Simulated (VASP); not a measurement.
VSe2, 3 atoms in the cell. It takes space group P-3m1 (No. 164, trigonal). Conventional cell: a = 3.355 Å, b = 3.355 Å, c = 6.134 Å, α = 90.00°, β = 90.00°, γ = 120.00°. Around V (site symmetry -3m) lie 6 Se at 2.47 Å. Around Se (site symmetry 3m) lie 3 V at 2.47 Å. 

- Program: VASP 6.6.1
- Task: single point
- Functional: LDA
- Potentials or basis: VASP PAW LDA potentials, release 64 (V_sv, Se)
- Cutoff: 520 eV
- k mesh: 7 × 7 × 3
- Occupations: gaussian, width 0.05 eV
- Spin: collinear spin, twin_end start
- Starting moments: [1.52, -0.19, -0.19] μB
- Fixed moment: 1.1 μB
- Hubbard terms: V d U = 4.0 eV
- Dipole correction: no
- Further INCAR settings: ALGO = Fast; EDIFF = 1e-06; NBANDS = 24

Potentials or basis: VASP PAW LDA potentials, release 64 (V_sv, Se).

Run with:

```sh
$ cat potpaw_LDA.64/V_sv/POTCAR potpaw_LDA.64/Se/POTCAR > POTCAR
$ mpirun -np 1 vasp_std > vasp.out
```

Hardware: 1 thread of Intel(R) Xeon(R) Platinum 8488C (Sapphire Rapids), with other jobs on the host.

Task: How long does it take, and how much memory?

Result: Run time: 56 s on 1 thread of Intel(R) Xeon(R) Platinum 8488C (Sapphire Rapids), with other jobs on the host, peak memory 0.2 GiB. Counts: scf iterations 19, k points 20.
